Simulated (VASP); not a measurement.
## PmTe: single point with LDA+U

The system is PmTe.

```
Pm Te
1.0
     4.18125    0.00000    0.00000
    -2.09062    3.62107    0.00000
     0.00000    0.00000    4.08069
Pm Te
1 1
Direct
  0.00000 0.00000 0.00000
  0.66667 0.33333 0.50000
```

The cell comes from a database or a generator and needn't be the stable form of this composition.

```
Program             : VASP 6.6.1
Task                : single point
Functional          : LDA
Potentials or basis : VASP PAW PBE potentials, release 64 (Pm, Te)
Cutoff              : 520 eV
k mesh              : 5 × 5 × 5
Occupations         : gaussian, width 0.05 eV
Spin                : collinear spin, ferromagnetic start
Starting moments    : [4.0, 0.0] μB
Hubbard terms       : Pm f U = 5 eV
```

```
Pressure                                              : -0.4 GPa
Band gap on the k mesh                                : none (metal or under the smearing width)
Net moment                                            : 4.79 μB per cell
Site moments                                          : Pm +4.35; Te -0.04 μB
Valence electrons inside the program's atomic spheres : Pm 12.30; Te 3.51
```

Stress tensor (GPa, compression positive):
```
-0.36  0.00  0.00
 0.00 -0.36  0.00
 0.00  0.00 -0.47
```

Levels at points of the mesh, in eV from the Fermi level:
Spin up:
```tsv
k point	band 11	band 12	band 13	band 14	band 15	band 16
(0.00, 0.00, 0.00)	-2.25	-1.43	-1.19	0.12	0.12	0.37
```
Spin down:
```tsv
k point	band 6	band 7	band 8	band 9	band 10	band 11
(0.00, 0.00, 0.00)	-2.02	-2.02	-1.51	-0.65	1.75	2.66
```

Eigenvalues of the final occupation matrices:
```csv
site,spin,trace,eigenvalues
site 1 f,1,4.17,0.02 0.12 0.12 0.98 0.98 0.98 0.98
site 1 f,2,0.02,0.00 0.00 0.00 0.00 0.00 0.00 0.00
```

It took 51 s on 1 thread of Intel(R) Xeon(R) 6975P-C (Granite Rapids), on a shared host, peak memory 0.19 GiB.

Caveat: the magnetic or orbital state may not be the lowest; the PAW data sets were made with another functional, which shifts forces and pressure a little; spin-orbit coupling is left out, which moves the levels of the heavy elements; the U is typed as a test and isn't derived for this compound. The state reached can hang on the start; a lower one may exist.
